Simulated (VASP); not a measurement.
An input for Ansatz (written as the equivalent of a VASP run, and not itself run):

Ansatz 0.2 input:
```yaml
crystal:
  lattice:
    - [6.0845479, 0.2582232, 0.2582232]
    - [0.2582232, 6.0845479, 0.2582232]
    - [0.2582232, 0.2582232, 6.0845479]
  atoms:
    - { symbol: Sn, position: [0.0410457, 0.9779130, 0.9779130] }
    - { symbol: Sn, position: [0.2089543, 0.2720870, 0.2720870] }
    - { symbol: Sn, position: [0.4779130, 0.5410457, 0.9779130] }
    - { symbol: Sn, position: [0.7720870, 0.7089543, 0.2720870] }
    - { symbol: Sn, position: [0.4779130, 0.9779130, 0.5410457] }
    - { symbol: Sn, position: [0.7720870, 0.2720870, 0.7089543] }
    - { symbol: C, position: [0.9420288, 0.4420288, 0.4420288] }
    - { symbol: C, position: [0.3079712, 0.8079712, 0.8079712] }
kpoints:
  mp_grid: { grid: [5, 5, 5] }
hamiltonian:
  xc: pbesol
  pseudopotentials: { kind: paw }
scf:
  occupations: { method: methfessel_paxton, width: 0.1 }
  max_iter: 100
relax:
  max_steps: 60
  f_tol: 0.02
  cell: {}
output: { forces: true, stress: true, eigenvalues: true }
```

### Question
Write the VASP files for the same calculation (PBEsol).

### Answer
Several could match; the one computed here: 
**KPOINTS**
```
Automatic mesh
0
Gamma
5 5 5
0 0 0
```

INCAR:
```
! general
SYSTEM   =  Sn6C2
PREC     =  Accurate
ENCUT    =  520
LREAL    =  .FALSE.
LASPH    =  .TRUE.

! electronic loop
EDIFF    =  1E-6
NELM     =  100
ALGO     =  Normal
LMAXMIX  =  4

! smearing
ISMEAR   =  1
SIGMA    =  0.1

! functional
GGA      =  PS

! ions
IBRION   =  2
NSW      =  60
ISIF     =  3
EDIFFG   =  -0.02

! output
LWAVE    =  .FALSE.
LCHARG   =  .FALSE.
```

POSCAR:
```
Sn6C2
1
    6.0845478557     0.2582231881     0.2582231881
    0.2582231881     6.0845478557     0.2582231881
    0.2582231881     0.2582231881     6.0845478557
Sn C
6 2
Direct
  0.0410457141   0.9779129507   0.9779129507
  0.2089542859   0.2720870493   0.2720870493
  0.4779129507   0.5410457141   0.9779129507
  0.7720870493   0.7089542859   0.2720870493
  0.4779129507   0.9779129507   0.5410457141
  0.7720870493   0.2720870493   0.7089542859
  0.9420288359   0.4420288359   0.4420288359
  0.3079711641   0.8079711641   0.8079711641
```

POTCAR, in this order: Sn_d C (PBE.64 set). Program: vasp_std.

The two are equivalent in intent, not identical: each code has its own PAW files, so the cut-off isn't converted (ENCUT is set for VASP's; basis.ecutwfc is left out, and Ansatz then takes the one that its files recommend); Ansatz stops its SCF on the density residual and VASP on the energy change (EDIFF).

The structure was generated: Sn6C2 was put into an ordered model structure (R-3m), which need not be its known phase. This run relaxes it. Symmetry was kept, so distortions that lower it aren't found. The start is the result of an earlier pass.
